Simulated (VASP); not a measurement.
Wanted: the native input for a VASP 6.6.1 run.

```yaml
Task: single point
Functional: PBE
Potentials_or_basis: VASP PAW PBE potentials, release 64 (Rb_sv, Li_sv)
Cutoff: 520 eV
k_mesh: 4 × 4 × 4
Occupations: gaussian, width 0.1 eV
Spin: no spin polarisation
Dipole_correction: no
Further_INCAR_settings: ALGO = Normal; EDIFF = 1e-07; NBANDS = 13
```

The structure of RbLi lies in POSCAR:

```
RbLi
1.0
    0.0000000000      3.6183201600      3.6183201600
    3.6183201600      0.0000000000      3.6183201600
    3.6183201600      3.6183201600      0.0000000000
Rb Li
1 1
Direct
    0.5000000000      0.5000000000      0.5000000000
    0.0000000000      0.0000000000      0.0000000000
```

The cell was built by a generator and needn't be a form met in nature.

The cell isn't the ideal one: random cell by space group and Wyckoff sites (Fm-3m, No. 225).

The input as run:

INCAR

```
  PREC = Accurate
  ENCUT = 520
  EDIFF = 1E-7
  ISMEAR = 0
  SIGMA = 0.1
  LREAL = False
  LASPH = True
  NELM = 80
  ALGO = Normal
  ISIF = 2
  LWAVE = False
  LCHARG = False
  GGA = PE
  NBANDS = 13
```

KPOINTS

```
regular mesh
0
Gamma
  4 4 4
```

Potentials or basis: VASP PAW PBE potentials, release 64 (Rb_sv, Li_sv).

Command:

```sh
$ cat potpaw_PBE.64/Rb_sv/POTCAR potpaw_PBE.64/Li_sv/POTCAR > POTCAR
$ mpirun -np 1 vasp_std > vasp.out
```

It gave:

```yaml
Band_gap_on_the_k_mesh: none (metal or under the smearing width)
```

Caveat: the k mesh is coarse (spacing up to 0.38 Å⁻¹), so the values aren't converged.

It took 8.3 s on 1 thread of AMD EPYC 9R45 (Zen 5) (shared host), peak memory 0.2 GiB.
